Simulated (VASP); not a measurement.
# LuAl3N4 (I-42m) in VASP: notebook, part 2 of 2

VASP 6.6.1. Earlier steps stand in the parts before.

## Step 3: Relaxation of cell and atoms, PBE

Input file INCAR:

```
PREC = Accurate ; ENCUT = 520
EDIFF = 1E-7 ; ISMEAR = 0
SIGMA = 0.03 ; LREAL = False
LASPH = True ; NELM = 120
ALGO = Normal ; ISIF = 3
LWAVE = False ; LCHARG = False
GGA = PE ; IBRION = 2
NSW = 60 ; EDIFFG = -0.005
POTIM = 0.3 ; KPAR = 4
```

Input file KPOINTS:

```
Automatic mesh
0
Gamma
  8 8 8
```

Input file POSCAR:

```
LuAl3N4                                 
1.0
   -2.3155724808      2.3155724808      4.5005849520
    2.3155724808     -2.3155724808      4.5005849520
    2.3155724808      2.3155724808     -4.5005849520
  Lu              Al              N             
     1     3     4
Direct
     0.0000000000000000    0.0000000000000000    0.0000000000000000
     0.5000000000000000    0.5000000000000000    0.0000000000000000
     0.2500000000000000    0.7500000000000000    0.5000000000000000
     0.7500000000000000    0.2500000000000000    0.5000000000000000
     0.1392559539241060    0.1392559539241060    0.5495121951940266
     0.5897437587300792    0.5897437587300792    0.4504878048059732
     0.4102562412699207    0.8607440460758942    0.0000000000000000
     0.8607440460758942    0.4102562412699207    0.0000000000000000
```

Potentials or basis: VASP PAW PBE potentials, release 64 (Lu, Al, N).

Launch:

```bash
$ cat potpaw_PBE.64/Lu/POTCAR potpaw_PBE.64/Al/POTCAR potpaw_PBE.64/N/POTCAR > POTCAR
$ mpirun -np 4 vasp_std > vasp.out
```

OUTCAR:

```text
PREC = Accurate
   ENCUT = 520
   EDIFF = 1E-7
   ISMEAR = 0
   LREAL = False
   LASPH = True
   NELM = 120
   ISIF = 3
   GGA = PE
   IBRION = 2
   NSW = 60
   EDIFFG = -0.005
   POTIM = 0.3

 ion  position               nearest neighbor table
   1  0.000  0.000  0.000-   5 2.17   7 2.17   8 2.17   6 2.17   4 3.23   3 3.23   4 3.23   3 3.23
                             4 3.23   3 3.23   4 3.23   3 3.23   2 3.27   2 3.27   2 3.27   2 3.27
   2  0.500  0.500  0.000-   6 1.91   5 1.91   7 1.91   8 1.91   3 3.23   4 3.23   3 3.23   4 3.23
                             3 3.23   4 3.23   3 3.23   4 3.23   1 3.27   1 3.27   1 3.27   1 3.27
   3  0.250  0.750  0.500-   5 1.94   6 1.94   7 1.94   8 1.94   1 3.23   2 3.23   1 3.23   1 3.23
                             2 3.23   2 3.23   1 3.23   2 3.23   4 3.27   4 3.27   4 3.27   4 3.27
   4  0.750  0.250  0.500-   5 1.94   6 1.94   8 1.94   7 1.94   2 3.23   1 3.23   1 3.23   1 3.23
                             2 3.23   2 3.23   2 3.23   1 3.23   3 3.27   3 3.27   3 3.27   3 3.27
   5  0.139  0.139  0.550-   2 1.91   3 1.94   4 1.94   1 2.17
   6  0.590  0.590  0.450-   2 1.91   3 1.94   4 1.94   1 2.17
   7  0.410  0.861  0.000-   2 1.91   3 1.94   4 1.94   1 2.17
   8  0.861  0.410  0.000-   2 1.91   4 1.94   3 1.94   1 2.17

  LATTYP: Found a body centered tetragonal cell.
 ALAT       =     4.6311449616
 C/A-ratio  =     1.9436165308

  Lattice vectors:

 A1 = (  -2.3155724808,   2.3155724808,   4.5005849520)
 A2 = (   2.3155724808,  -2.3155724808,   4.5005849520)
 A3 = (   2.3155724808,   2.3155724808,  -4.5005849520)

Analysis of symmetry for initial positions (statically):
=====================================================================
 Subroutine PRICEL returns:
 Original cell was already a primitive cell.

 Routine SETGRP: Setting up the symmetry group for a
 body centered tetragonal supercell.

[... 213 lines left out ...]
    total drift:                                0.000003      0.000003      0.000003

  FREE ENERGIE OF THE ION-ELECTRON SYSTEM (eV)
  ---------------------------------------------------
  free  energy   TOTEN  =       -59.5459082665 eV

  energy  without entropy=      -59.5459082665  energy(sigma->0) =      -59.54590827

--------------------------------------- Ionic step        2  -------------------------------------------

 number of electron      53.9999990 magnetization

 Free energy of the ion-electron system (eV)
  ---------------------------------------------------
  ext. energy  EPLUGINS =         0.00000000
  ---------------------------------------------------
  free energy    TOTEN  =       -59.54591370 eV

  energy without entropy =      -59.54591370  energy(sigma->0) =      -59.54591370

 E-fermi :   4.7138     XC(G=0): -10.9559

 val. band max:        4.5383802268   @ k =  -0.2500   0.2500   0.2500
 cond. band min:       7.1745343842   @ k =   0.0000   0.0000   0.0000
 fundamental gap:      2.6361541574
 Fermi energy:         4.7137514007

 k-point     1 :       0.0000    0.0000    0.0000
  band No.  band energies     occupation
      1     -48.9920      2.00000
      2     -19.8908      2.00000
      3     -19.8908      2.00000
      4     -19.8874      2.00000
      5      -9.8762      2.00000
      6      -7.5862      2.00000
[... 829 lines left out ...]
     31      10.2731      0.00000
     32      10.6078      0.00000

 [... further k-points ...]

------------------------ aborting loop because EDIFF is reached ----------------------------------------

  FORCE on cell =-STRESS in cart. coord.  units (eV):
  Direction    XX          YY          ZZ          XY          YZ          ZX
  --------------------------------------------------------------------------------------
  -------------------------------------------------------------------------------------
  Total       -0.0030549     -0.0030549     -0.0072749      0.0000000     -0.0000000      0.0000000
  in kB       -0.0506904     -0.0506904     -0.1207149      0.0000000     -0.0000000      0.0000000
  external PRESSURE =      -0.0740319 kB  Pullay stress =       0.0000000 kB

 VOLUME and BASIS-vectors are now :
 -----------------------------------------------------------------------------
  energy-cutoff  :      520.00
  volume of cell :       96.56
      direct lattice vectors                 reciprocal lattice vectors
    -2.315816004  2.315816004  4.500999322     0.000000000  0.215906617  0.111086442
     2.315816004 -2.315816004  4.500999322     0.215906617  0.000000000  0.111086442
     2.315816004  2.315816004 -4.500999322     0.215906617  0.215906617  0.000000000

 POSITION                                       TOTAL-FORCE (eV/Angst)
 -----------------------------------------------------------------------------------
      2.31582      2.31582     -4.50100        -0.000000      0.000000     -0.000000
      2.31582      2.31582      0.00000        -0.000000     -0.000000     -0.000000
      2.31582      0.00000      2.25050        -0.000000      0.000000     -0.000000
      0.00000      2.31582      2.25050        -0.000000      0.000000     -0.000000
      1.27258      1.27258     -1.21995        -0.000100     -0.000100     -0.001924
      1.04324      1.04324      3.28105         0.000100      0.000100     -0.001924
      1.04324     -1.04324      5.72095         0.000100     -0.000100      0.001924
      1.27258      3.35906      1.21995        -0.000100      0.000100      0.001924
 -----------------------------------------------------------------------------------
    total drift:                                0.000003      0.000003      0.000003

  FREE ENERGIE OF THE ION-ELECTRON SYSTEM (eV)
  ---------------------------------------------------
  free  energy   TOTEN  =       -59.5459136993 eV

  energy  without entropy=      -59.5459136993  energy(sigma->0) =      -59.54591370

 reached required accuracy - stopping structural energy minimisation
```

OSZICAR:

```text
N       E                     dE             d eps       ncg     rms          rms(c)
DAV:   1     0.383111057500E+03    0.38311E+03   -0.23650E+04  5568   0.450E+03
DAV:   2    -0.154329725095E+02   -0.39854E+03   -0.38473E+03  5232   0.671E+02
[... 18 lines left out ...]
DAV:   1    -0.595459950631E+02   -0.86753E-04   -0.15124E-03  7144   0.109E+00    0.711E-02
DAV:   2    -0.595459167354E+02    0.78328E-04   -0.39438E-04  6528   0.993E-01    0.290E-02
DAV:   3    -0.595459095461E+02    0.71893E-05   -0.13093E-04  7120   0.805E-02    0.834E-03
DAV:   4    -0.595459118809E+02   -0.23348E-05   -0.12240E-05  6592   0.100E-01    0.526E-03
DAV:   5    -0.595459132282E+02   -0.13473E-05   -0.39539E-06  7168   0.115E-02    0.450E-03
DAV:   6    -0.595459137240E+02   -0.49578E-06   -0.71735E-07  6024   0.132E-02    0.181E-03
DAV:   7    -0.595459136993E+02    0.24693E-07   -0.73302E-07  5592   0.195E-02
   2 F= -.59545914E+02 E0= -.59545914E+02  d E =-.543283E-05
```

CONTCAR:

```text
LuAl3N4
   1.00000000000000
    -2.3158160044018468    2.3158160044018468    4.5009993221240325
     2.3158160044018468   -2.3158160044018468    4.5009993221240325
     2.3158160044018468    2.3158160044018468   -4.5009993221240325
  Lu              Al              N
     1     3     4
Direct
     0.0000000000000000    0.0000000000000000    1.0000000000000000
     0.5000000000000000    0.5000000000000000    1.0000000000000000
     0.2500000000000000    0.7500000000000000    0.5000000000000000
     0.7500000000000000    0.2500000000000000    0.5000000000000000
     0.1392381386954143    0.1392381386954143    0.5495152280528240
     0.5897229106425903    0.5897229106425903    0.4504847719471760
     0.4102770893574097    0.8607618613045857    0.0000000000000000
     0.8607618613045857    0.4102770893574097    1.0000000000000000

  0.00000000E+00  0.00000000E+00  0.00000000E+00
  0.00000000E+00  0.00000000E+00  0.00000000E+00
  0.00000000E+00  0.00000000E+00  0.00000000E+00
  0.00000000E+00  0.00000000E+00  0.00000000E+00
  0.00000000E+00  0.00000000E+00  0.00000000E+00
  0.00000000E+00  0.00000000E+00  0.00000000E+00
  0.00000000E+00  0.00000000E+00  0.00000000E+00
  0.00000000E+00  0.00000000E+00  0.00000000E+00
```

It took 1.8 min on 4 MPI ranks of Intel Xeon Platinum 8559C (Emerald Rapids), shared host; peak memory 0.4 GiB.

Results:

- Free energy: -59.5459 eV
- Relaxed volume: 12.07 Å³/atom
- Relaxed cell: a = 5.566 Å, b = 5.566 Å, c = 5.566 Å, α = 130.83°, β = 130.83°, γ = 72.08°
- Space group after relaxing (to 0.05 Å): I-42m (No. 121)
- Energy gained by relaxing: 0.0 meV/atom
- Ionic steps: 2
- Pressure after relaxing: 0.0 GPa
- Band gap on the k mesh: 2.64 eV, indirect (least direct gap 3.05 eV)

Final structure:
```cif
data_structure
_symmetry_space_group_name_H-M 'P 1'
_symmetry_Int_Tables_number 1
_cell_length_a 5.5664
_cell_length_b 5.5664
_cell_length_c 5.5664
_cell_angle_alpha 130.831
_cell_angle_beta 130.831
_cell_angle_gamma 72.081
_cell_volume 96.56
loop_
_atom_site_label
_atom_site_type_symbol
_atom_site_fract_x
_atom_site_fract_y
_atom_site_fract_z
_atom_site_occupancy
Lu1 Lu 0.00000 0.00000 0.00000 1
Al1 Al 0.50000 0.50000 0.00000 1
Al2 Al 0.25000 0.75000 0.50000 1
Al3 Al 0.75000 0.25000 0.50000 1
N1 N 0.13924 0.13924 0.54952 1
N2 N 0.58972 0.58972 0.45048 1
N3 N 0.41028 0.86076 0.00000 1
N4 N 0.86076 0.41028 0.00000 1
```

Caveat: spin-orbit coupling is left out, which moves the levels of the heavy elements. A k mesh can miss the band edges.
